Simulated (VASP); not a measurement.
The system is Sc3Te.

```
Sc Te
1.0
     0.00000    3.56950    3.56950
     3.56950    0.00000    3.56950
     3.56950    3.56950    0.00000
Sc Te
3 1
Direct
  0.25000 0.25000 0.25000
  0.75000 0.75000 0.75000
  0.50000 0.50000 0.50000
  0.00000 0.00000 0.00000
```

The cell was built by a generator and needn't be a form met in nature.

Base run:

```yaml
Program: VASP 6.6.1
Functional: PBE
Potentials_or_basis: VASP PAW PBE potentials, release 64 (Sc_sv, Te)
Cutoff: 520 eV
k_mesh: 5 × 5 × 5
Occupations: fermi-dirac, width 0.05 eV
Spin: no spin polarisation
```

Its results: band gap on the k mesh none (metal or under the smearing width); pressure -0.1 GPa.

The run is repeated on the same cell with these changes: hubbard terms from none to Sc d U = 5 eV. What comes out?

Band gap on the k mesh none (metal or under the smearing width); pressure 10.1 GPa.

Caveats: U without spin polarisation on a metal has little footing (some runs); the U is typed as a test and isn't derived for this compound (some runs).
